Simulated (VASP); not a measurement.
Output of a VASP run:

**OSZICAR**
```
       N       E                     dE             d eps       ncg     rms          rms(c)
DAV:   1    -0.555076158427E+04   -0.55508E+04   -0.14773E+04    52   0.105E+03
DAV:   2    -0.582941667173E+04   -0.27866E+03   -0.27556E+03    62   0.258E+02
DAV:   3    -0.586083536055E+04   -0.31419E+02   -0.31380E+02    56   0.103E+02
DAV:   4    -0.586191569393E+04   -0.10803E+01   -0.10801E+01    80   0.236E+01
DAV:   5    -0.208497151099E+02    0.58411E+04   -0.20585E+01    56   0.330E+01    0.925E+00
DAV:   6    -0.208384224580E+02    0.11293E-01   -0.18332E+00    62   0.603E+00    0.702E+00
DAV:   7    -0.208504642551E+02   -0.12042E-01   -0.27058E-01    72   0.192E+00    0.481E+00
DAV:   8    -0.208536142385E+02   -0.31500E-02   -0.30473E-02    64   0.718E-01    0.297E+00
DAV:   9    -0.208533216418E+02    0.29260E-03   -0.47366E-03    64   0.353E-01    0.173E+00
DAV:  10    -0.208527210311E+02    0.60061E-03   -0.22168E-03    72   0.225E-01    0.964E-01
DAV:  11    -0.208520030339E+02    0.71800E-03   -0.11629E-03    80   0.150E-01    0.527E-01
DAV:  12    -0.208514134013E+02    0.58963E-03   -0.57020E-04    64   0.107E-01    0.289E-01
DAV:  13    -0.208510373344E+02    0.37607E-03   -0.29577E-04    72   0.777E-02    0.161E-01
DAV:  14    -0.208508270009E+02    0.21033E-03   -0.15540E-04    64   0.556E-02    0.911E-02
DAV:  15    -0.208507150470E+02    0.11195E-03   -0.82471E-05    72   0.398E-02    0.534E-02
DAV:  16    -0.208506573731E+02    0.57674E-04   -0.43553E-05    62   0.286E-02    0.321E-02
DAV:  17    -0.208506274331E+02    0.29940E-04   -0.23060E-05    70   0.206E-02    0.206E-02
DAV:  18    -0.208506120804E+02    0.15353E-04   -0.12137E-05    62   0.149E-02    0.138E-02
DAV:  19    -0.208506039327E+02    0.81476E-05   -0.63997E-06    62   0.108E-02    0.970E-03
DAV:  20    -0.208505995444E+02    0.43883E-05   -0.34041E-06    52   0.802E-03    0.699E-03
DAV:  21    -0.208505971486E+02    0.23959E-05   -0.17219E-06    54   0.580E-03    0.501E-03
DAV:  22    -0.208505958555E+02    0.12931E-05   -0.10616E-06    46   0.443E-03    0.371E-03
DAV:  23    -0.208505951602E+02    0.69528E-06   -0.54962E-07    46   0.343E-03
   1 F= -.20850595E+02 E0= -.20850595E+02  d E =-.905584E-11
```

**OUTCAR**
```
------------------------ aborting loop because EDIFF is reached ----------------------------------------
  FORCE on cell =-STRESS in cart. coord.  units (eV):
  Direction    XX          YY          ZZ          XY          YZ          ZX
  --------------------------------------------------------------------------------------
  Total       -1.8164227     -1.8164227     -1.8164227     -0.0000000     -0.0000000      0.0000000
  in kB      -12.3526183    -12.3526183    -12.3526183     -0.0000000     -0.0000000      0.0000000
  external PRESSURE =     -12.3526183 kB  Pullay stress =       0.0000000 kB
  volume of cell :      235.60
      direct lattice vectors                 reciprocal lattice vectors
     6.176221000  0.000000000  0.000000000     0.161911305  0.000000000  0.000000000
     0.000000000  6.176221000  0.000000000     0.000000000  0.161911305  0.000000000
     0.000000000  0.000000000  6.176221000     0.000000000  0.000000000  0.161911305
 POSITION                                       TOTAL-FORCE (eV/Angst)
 -----------------------------------------------------------------------------------
      3.08811      3.08811      3.08811         0.000000      0.000000      0.000000
      0.00000      0.00000      0.00000         0.000000      0.000000      0.000000
      3.08811      0.00000      0.00000         0.000000      0.000000      0.000000
      0.00000      3.08811      0.00000         0.000000      0.000000      0.000000
      0.00000      0.00000      3.08811         0.000000      0.000000      0.000000
 -----------------------------------------------------------------------------------
    total drift:                               -0.000003      0.000020     -0.000033
  FREE ENERGIE OF THE ION-ELECTRON SYSTEM (eV)
  ---------------------------------------------------
  free  energy   TOTEN  =       -20.8505951602 eV

  energy  without entropy=      -20.8505951602  energy(sigma->0) =      -20.85059516

  exchange ACFDT corr.  =         0.00000000  see jH, gK, PRB 81, 115126
```
(Selected blocks of OUTCAR.)

File POSCAR:
```
CsSnI3
1
    6.1762210000     0.0000000000     0.0000000000
    0.0000000000     6.1762210000     0.0000000000
    0.0000000000     0.0000000000     6.1762210000
Cs Sn I
1 1 3
Direct
  0.5000000000   0.5000000000   0.5000000000
  0.0000000000   0.0000000000   0.0000000000
  0.5000000000   0.0000000000   0.0000000000
  0.0000000000   0.5000000000   0.0000000000
  0.0000000000   0.0000000000   0.5000000000
```

Problem. Reconstruct the remaining input files.

Solution. This is not unique; one that fits is the input of the run itself, HSE06 screened hybrid, plane waves, VASP's PBE PAW potentials (set 64).

### KPOINTS
```
Automatic
0
G
1 1 1
0 0 0
```

### INCAR
```
# general
SYSTEM   = CsSnI3
PREC     = Accurate
ENCUT    = 300
LREAL    = F   # projection in real space or not
LASPH    = T
ISYM     = 3

# electronic loop
EDIFF    = 1E-6
NELM     = 100
ALGO     = Normal   # blocked Davidson
LMAXMIX  = 4   # l cut-off of mixed one-centre charges

# smearing
ISMEAR   = -1
SIGMA    = 0.02

# functional
GGA      = PE   # PBE
LHFCALC  = T
AEXX     = 0.25
HFSCREEN = 0.2   # 1/Angstrom
PRECFOCK = Fast

# ions
ISIF     = 2   # forces and stress, cell fixed

# output
LWAVE    = F
LCHARG   = F
```

POTCAR, in this order: Cs_sv Sn_d I (PBE.64 set). Program: vasp_std.

At this cut-off the stress carries a Pulay error, which pulls relaxed volumes low.

The structure comes from a computed database's CsSnI3 entry; how it stands against other phases isn't given here. The cell was not relaxed at this level. The k-mesh is coarse (spacing up to 1.02 per Å, 2π included), so the numbers may not be converged in it. The run is one of a series of settings (KPOINTS 1×1×1 Γ-centred mesh against the base run), some of them coarse on purpose.
